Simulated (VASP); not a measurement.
Level of theory: PBE GGA, VASP's PBE PAW potentials (set 64) (plane waves; VASP).

The input files of a VASP run:

KPOINTS:
```
Automatic mesh
0
Gamma
8 8 7
0 0 0
```

POSCAR:
```
Ga
1
    2.2550270000    -3.8658520000     0.0000000000
    2.2550270000     3.8658520000     0.0000000000
    0.0000000000     0.0000000000     4.6356770000
Ga
4
Direct
  0.6557000000   0.3443000000   0.4154000000
  0.3443000000   0.6557000000   0.5846000000
  0.8443000000   0.1557000000   0.9154000000
  0.1557000000   0.8443000000   0.0846000000
```

**INCAR**
```
# general
SYSTEM   =  Ga
PREC     =  Accurate
ENCUT    =  300
LREAL    =  .False.
LASPH    =  .True.

# electronic loop
EDIFF    =  1E-6
NELM     =  100
ALGO     =  Normal
LMAXMIX  =  4

# smearing
ISMEAR   =  -1
SIGMA    =  0.1

# functional
GGA      =  PE

# ions
ISIF     =  2

# output
LWAVE    =  .False.
LCHARG   =  .False.
```

POTCAR, in this order: Ga_d (PBE.64 set). Program: vasp_std.

Output

File OSZICAR:
```
       N       E                     dE             d eps       ncg     rms          rms(c)
DAV:   1     0.289226310733E+03    0.28923E+03   -0.19582E+04  5292   0.230E+03
DAV:   2     0.194550539797E+02   -0.26977E+03   -0.26554E+03  5516   0.444E+02
DAV:   3    -0.109975060248E+02   -0.30453E+02   -0.30160E+02  6041   0.127E+02
DAV:   4    -0.117028204890E+02   -0.70531E+00   -0.70458E+00  5655   0.235E+01
DAV:   5    -0.117191969965E+02   -0.16377E-01   -0.16368E-01  6406   0.332E+00    0.239E+00
DAV:   6    -0.116491895493E+02    0.70007E-01   -0.18748E-01  6181   0.595E+00    0.133E+00
DAV:   7    -0.116366887490E+02    0.12501E-01   -0.57237E-02  7068   0.264E+00    0.297E-01
DAV:   8    -0.116357941445E+02    0.89460E-03   -0.13405E-02  5712   0.134E+00    0.464E-02
DAV:   9    -0.116359444457E+02   -0.15030E-03   -0.94133E-04  5938   0.330E-01    0.245E-02
DAV:  10    -0.116359575329E+02   -0.13087E-04   -0.21108E-04  6050   0.161E-01    0.530E-03
DAV:  11    -0.116359579538E+02   -0.42093E-06   -0.32831E-05  6058   0.686E-02    0.376E-03
DAV:  12    -0.116359578708E+02    0.83015E-07   -0.63739E-06  5848   0.274E-02
   1 F= -.11635958E+02 E0= -.11620536E+02  d E =-.308444E-01
```

**OUTCAR**
```
------------------------ aborting loop because EDIFF is reached ----------------------------------------
  FORCE on cell =-STRESS in cart. coord.  units (eV):
  Direction    XX          YY          ZZ          XY          YZ          ZX
  --------------------------------------------------------------------------------------
  Total        0.3788993      0.0778783     -0.1116303      0.0000000      0.0000000      0.0000000
  in kB        7.5109393      1.5437857     -2.2128531      0.0000000      0.0000000      0.0000000
  external PRESSURE =       2.2806239 kB  Pullay stress =       0.0000000 kB
  volume of cell :       80.82
      direct lattice vectors                 reciprocal lattice vectors
     2.255027000 -3.865852000  0.000000000     0.221726835 -0.129337595  0.000000000
     2.255027000  3.865852000  0.000000000     0.221726835  0.129337595  0.000000000
     0.000000000  0.000000000  4.635677000     0.000000000  0.000000000  0.215718222
 POSITION                                       TOTAL-FORCE (eV/Angst)
 -----------------------------------------------------------------------------------
      2.25503     -1.20383      1.92566         0.000000      0.003656      0.022909
      2.25503      1.20383      2.71002         0.000000     -0.003656     -0.022909
      2.25503     -2.66203      4.24350         0.000000     -0.003656      0.022909
      2.25503      2.66203      0.39218         0.000000      0.003656     -0.022909
 -----------------------------------------------------------------------------------
    total drift:                                0.000000      0.000000     -0.000000
  FREE ENERGIE OF THE ION-ELECTRON SYSTEM (eV)
  ---------------------------------------------------
  free  energy   TOTEN  =       -11.6359578708 eV

  energy  without entropy=      -11.6051134861  energy(sigma->0) =      -11.62053568
```
(Selected blocks of OUTCAR.)

At this cut-off the stress carries a Pulay error, which pulls relaxed volumes low.

The structure comes from a computed database's Ga entry; how it stands against other phases isn't given here. The cell was not relaxed at this level.
